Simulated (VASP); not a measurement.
VASP ran on this input.

**KPOINTS**
```
Automatic
0
gamma
 8 8 4
```

### INCAR
```
ALGO=Normal
EDIFF=1E-7
ENCUT=600
GGA=PS
ISIF=2
ISMEAR=0
LASPH=.TRUE.
LCHARG=.FALSE.
LREAL=.FALSE.
LWAVE=.FALSE.
NELM=100
PREC=Accurate
SIGMA=0.05
SYSTEM=SiC
```

POSCAR:
```
SiC
1
    1.5385284524    -2.6648092054     0.0000000000
    1.5385284524     2.6648092054     0.0000000000
    0.0000000000     0.0000000000     4.8499013839
Si C
2 2
Direct
  0.6666670000   0.3333330000   0.4996384767
  0.3333330000   0.6666670000   0.9996384767
  0.6666670000   0.3333330000   0.8753615233
  0.3333330000   0.6666670000   0.3753615233
```

POTCAR, in this order: Si C (PBE.64 set). Program: vasp_std.

Question: Write an equivalent input for Quantum ESPRESSO's pw.x.

Answer: One equivalent input (not run):
```
&CONTROL
  calculation = 'scf'
  pseudo_dir = './pseudo'
  outdir = './out'
  tprnfor = .true.
  tstress = .true.
/
&SYSTEM
  ibrav = 0
  nat = 4
  ntyp = 2
  ecutwfc = 82
  occupations = 'smearing'
  smearing = 'gaussian'
  degauss = 0.003675
  input_dft = 'pbesol'
/
&ELECTRONS
  conv_thr = 7.3e-09
  electron_maxstep = 100
/
ATOMIC_SPECIES
  Si 28.085 Si.upf
  C 12.011 C.upf
CELL_PARAMETERS angstrom
     1.5385285   -2.6648092    0.0000000
     1.5385285    2.6648092    0.0000000
     0.0000000    0.0000000    4.8499014
ATOMIC_POSITIONS crystal
  Si   0.6666670  0.3333330  0.4996385
  Si   0.3333330  0.6666670  0.9996385
  C    0.6666670  0.3333330  0.8753615
  C    0.3333330  0.6666670  0.3753615
K_POINTS automatic
  8 8 4 0 0 0
```
The two are equivalent in intent, not identical: the potentials are each code's own (VASP's PAW set, PseudoDojo norm-conserving files in pw.x), so ENCUT and ecutwfc are chosen apart and not converted; conv_thr bounds pw.x's estimated SCF error, while EDIFF bounds the energy change between steps.

The compound is SiC in the wurtzite structure, the rare 2H polytype. This cell was strained or had an atom moved on purpose.
